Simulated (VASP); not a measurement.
Computed with r2SCAN meta-GGA, VASP's PBE PAW potentials (set 64) (plane waves; VASP).

VASP ran on this input.

### KPOINTS
```
Automatic mesh
0
Gamma
5 5 5
0 0 0
```

**INCAR**
```
! general
SYSTEM  = Ca2Si
PREC    = Accurate
ENCUT   = 400
LREAL   = .FALSE.   ! projection in real space or not
LASPH   = .TRUE.

! electronic loop
EDIFF   = 1E-6
NELM    = 100
ALGO    = Normal
LMIXTAU = .TRUE.

! smearing
ISMEAR  = 0   ! Gaussian
SIGMA   = 0.05   ! width (eV)

! functional
METAGGA = R2SCAN

! ions
IBRION  = 2
NSW     = 60   ! most ionic steps
ISIF    = 3   ! ions, shape and volume
EDIFFG  = -0.02   ! ionic stop

! output
LWAVE   = .FALSE.
LCHARG  = .FALSE.
```

POSCAR:
```
Ca2Si
1
    0.0000000000     3.5460718921     3.5460718921
    3.5460718921     0.0000000000     3.5460718921
    3.5460718921     3.5460718921    -0.0000000000
Ca Si
2 1
Direct
  0.7500000000   0.7500000000   0.7500000000
  0.2500000000   0.2500000000   0.2500000000
  1.0000000000   1.0000000000   1.0000000000
```

POTCAR, in this order: Ca_sv Si (PBE.64 set). Program: vasp_std.

Output

OSZICAR:
```
       N       E                     dE             d eps       ncg     rms          rms(c)
DAV:   1     0.154019819516E+03    0.15402E+03   -0.10900E+04   320   0.114E+03
DAV:   2    -0.180719500178E+02   -0.17209E+03   -0.16988E+03   360   0.347E+02
DAV:   3    -0.289868549644E+02   -0.10915E+02   -0.10908E+02   616   0.629E+01
DAV:   4    -0.294907283614E+02   -0.50387E+00   -0.50379E+00   456   0.137E+01
DAV:   5    -0.295115831437E+02   -0.20855E-01   -0.20855E-01   552   0.212E+00    0.479E+00
DAV:   6    -0.252407977695E+02    0.42708E+01   -0.51898E+00   536   0.189E+01    0.444E+00
DAV:   7    -0.247594060543E+02    0.48139E+00   -0.27851E+00   480   0.112E+01    0.109E+00
DAV:   8    -0.261481184232E+02   -0.13887E+01   -0.13744E+00   424   0.873E+00    0.107E+00
DAV:   9    -0.245568990309E+02    0.15912E+01   -0.43201E-01   336   0.564E+00    0.820E-01
DAV:  10    -0.243908401018E+02    0.16606E+00   -0.52149E-01   344   0.716E+00    0.224E-01
DAV:  11    -0.244069062158E+02   -0.16066E-01   -0.77569E-02   352   0.276E+00    0.159E-01
DAV:  12    -0.244210202508E+02   -0.14114E-01   -0.90650E-02   336   0.165E+00    0.132E-01
DAV:  13    -0.242891580462E+02    0.13186E+00   -0.81738E-02   384   0.254E+00    0.222E-01
DAV:  14    -0.242877087396E+02    0.14493E-02   -0.17106E-02   408   0.121E+00    0.146E-01
DAV:  15    -0.244343850904E+02   -0.14668E+00   -0.75239E-02   336   0.244E+00    0.137E-01
DAV:  16    -0.244348566295E+02   -0.47154E-03   -0.11179E-02   424   0.786E-01    0.688E-02
DAV:  17    -0.244350809472E+02   -0.22432E-03   -0.16763E-03   392   0.326E-01    0.455E-02
DAV:  18    -0.244347653217E+02    0.31563E-03   -0.95301E-05   496   0.722E-02    0.394E-02
DAV:  19    -0.244352192096E+02   -0.45389E-03   -0.23271E-04   368   0.120E-01    0.272E-02
DAV:  20    -0.244353492598E+02   -0.13005E-03   -0.24138E-04   336   0.115E-01    0.101E-02
DAV:  21    -0.244353389799E+02    0.10280E-04   -0.36252E-05   456   0.425E-02    0.102E-02
DAV:  22    -0.244353536401E+02   -0.14660E-04   -0.37246E-05   376   0.396E-02    0.696E-03
DAV:  23    -0.244353555688E+02   -0.19286E-05   -0.31552E-06   360   0.128E-02    0.584E-03
DAV:  24    -0.244353555551E+02    0.13656E-07   -0.37914E-06   288   0.166E-02
   1 F= -.24435356E+02 E0= -.24435356E+02  d E =-.244354E+02
       N       E                     dE             d eps       ncg     rms          rms(c)
DAV:   1    -0.246051463062E+02   -0.16979E+00   -0.54134E+00   392   0.262E+01    0.217E+00
DAV:   2    -0.244842556109E+02    0.12089E+00   -0.48677E-01   488   0.653E+00    0.147E+00
DAV:   3    -0.244285319605E+02    0.55724E-01   -0.37588E-01   552   0.533E+00    0.643E-01
DAV:   4    -0.244339864022E+02   -0.54544E-02   -0.84411E-02   520   0.240E+00    0.251E-01
DAV:   5    -0.244305295973E+02    0.34568E-02   -0.22065E-03   464   0.373E-01    0.251E-01
DAV:   6    -0.244287885135E+02    0.17411E-02   -0.46088E-04   456   0.176E-01    0.299E-01
DAV:   7    -0.244465165515E+02   -0.17728E-01   -0.24556E-02   352   0.836E-01    0.616E-02
DAV:   8    -0.244465579829E+02   -0.41431E-04   -0.13952E-03   536   0.262E-01    0.550E-02
DAV:   9    -0.244466644463E+02   -0.10646E-03   -0.12185E-04   496   0.930E-02    0.340E-02
DAV:  10    -0.244467741817E+02   -0.10974E-03   -0.38652E-04   608   0.124E-01    0.123E-02
DAV:  11    -0.244467946086E+02   -0.20427E-04   -0.61268E-05   384   0.730E-02    0.654E-03
DAV:  12    -0.244467793052E+02    0.15303E-04   -0.26049E-05   344   0.609E-02    0.212E-03
DAV:  13    -0.244467773907E+02    0.19145E-05   -0.76758E-07   368   0.527E-03    0.187E-03
DAV:  14    -0.244467772608E+02    0.12996E-06   -0.20050E-06   256   0.143E-02
   2 F= -.24446777E+02 E0= -.24446777E+02  d E =-.114217E-01
       N       E                     dE             d eps       ncg     rms          rms(c)
DAV:   1    -0.244489138772E+02   -0.21365E-02   -0.66706E-02   392   0.286E+00    0.245E-01
DAV:   2    -0.244473959681E+02    0.15179E-02   -0.58439E-03   480   0.736E-01    0.160E-01
DAV:   3    -0.244466713419E+02    0.72463E-03   -0.41198E-03   576   0.569E-01    0.628E-02
DAV:   4    -0.244468600888E+02   -0.18875E-03   -0.81085E-04   528   0.236E-01    0.238E-02
DAV:   5    -0.244468553704E+02    0.47185E-05   -0.13207E-05   448   0.268E-02    0.238E-02
DAV:   6    -0.244468816423E+02   -0.26272E-04   -0.85952E-06   288   0.236E-02    0.253E-02
DAV:   7    -0.244469017109E+02   -0.20069E-04   -0.29243E-05   320   0.327E-02    0.214E-02
DAV:   8    -0.244469207606E+02   -0.19050E-04   -0.12487E-04   424   0.876E-02    0.297E-02
DAV:   9    -0.244469456927E+02   -0.24932E-04   -0.89836E-05   328   0.777E-02    0.715E-03
DAV:  10    -0.244469453172E+02    0.37547E-06   -0.14723E-05   520   0.244E-02    0.103E-02
DAV:  11    -0.244469446934E+02    0.62373E-06   -0.30860E-06   280   0.105E-02
   3 F= -.24446945E+02 E0= -.24446945E+02  d E =-.115891E-01
```

### OUTCAR
```
------------------------ aborting loop because EDIFF is reached ----------------------------------------
  FORCE on cell =-STRESS in cart. coord.  units (eV):
  Direction    XX          YY          ZZ          XY          YZ          ZX
  --------------------------------------------------------------------------------------
  Total        0.0071726      0.0071726      0.0071726      0.0000000      0.0000000      0.0000000
  in kB        0.1248475      0.1248475      0.1248475      0.0000000      0.0000000      0.0000000
  external PRESSURE =       0.1248475 kB  Pullay stress =       0.0000000 kB
  volume of cell :       92.05
      direct lattice vectors                 reciprocal lattice vectors
     0.000000000  3.583648610  3.583648610    -0.139522608  0.139522608  0.139522608
     3.583648610 -0.000000000  3.583648610     0.139522608 -0.139522608  0.139522608
     3.583648610  3.583648610  0.000000000     0.139522608  0.139522608 -0.139522608
 POSITION                                       TOTAL-FORCE (eV/Angst)
 -----------------------------------------------------------------------------------
      5.37547      5.37547      5.37547         0.000000      0.000000      0.000000
      1.79182      1.79182      1.79182        -0.000000     -0.000000     -0.000000
      0.00000      0.00000      0.00000         0.000000      0.000000      0.000000
 -----------------------------------------------------------------------------------
    total drift:                                0.000000      0.000000      0.000000
  FREE ENERGIE OF THE ION-ELECTRON SYSTEM (eV)
  ---------------------------------------------------
  free  energy   TOTEN  =       -24.4469446934 eV

  energy  without entropy=      -24.4469446934  energy(sigma->0) =      -24.44694469

 reached required accuracy - stopping structural energy minimisation
```
(Selected blocks of OUTCAR.)

CONTCAR:
```
Ca2Si
   1.00000000000000
     0.0000000000000000    3.5836486100002420    3.5836486100002420
     3.5836486100002420   -0.0000000000000000    3.5836486100002420
     3.5836486100002420    3.5836486100002420    0.0000000000000000
  Ca              Si
     2     1
Direct
     0.7500000000000000    0.7500000000000000    0.7500000000000000
     0.2500000000000000    0.2500000000000000    0.2500000000000000
     0.0000000000000000    0.0000000000000000    0.0000000000000000
```

Energy and stress use the plane-wave basis of the starting cell.

The structure comes from a computed database's Ca2Si entry (Fm-3m); how it stands against other phases isn't given here. This run relaxes it. Symmetry was kept, so distortions that lower it aren't found. The start is the result of an earlier pass.
